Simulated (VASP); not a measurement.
Given:

```xyz
2
Lattice="1.5815 -2.7392 0.0000 1.5815 2.7392 0.0000 0.0000 0.0000 5.0015" Properties=species:S:1:pos:R:3 pbc="T T T"
Hf     1.5815     0.9131     1.2504
Hf     1.5815    -0.9131     3.7511
```

Calculation: vdW-DF-cx, VASP's PBE PAW potentials (set 64) (plane waves; VASP 6.6.1). Settings: 520 eV cut-off, 13×13×7 Γ-centred mesh, first-order Methfessel-Paxton smearing of 0.10 eV, potentials Hf_pv.

Unless said otherwise, spin-orbit coupling is left out, though it shifts the bands of the heavy elements here.

### Question
What does the run give for the energy per atom (σ→0), band gap (on the k-mesh) with the smallest direct gap where there is one?

### Answer

```yaml
band gap (on the k-mesh): none (metal, semimetal or under 0.01 eV)
energy per atom (σ→0): -7.799 eV/atom
```

Total energies compare only between runs with the same potentials, cut-off and functional.

The compound is Hf in the hcp structure. It was relaxed first.
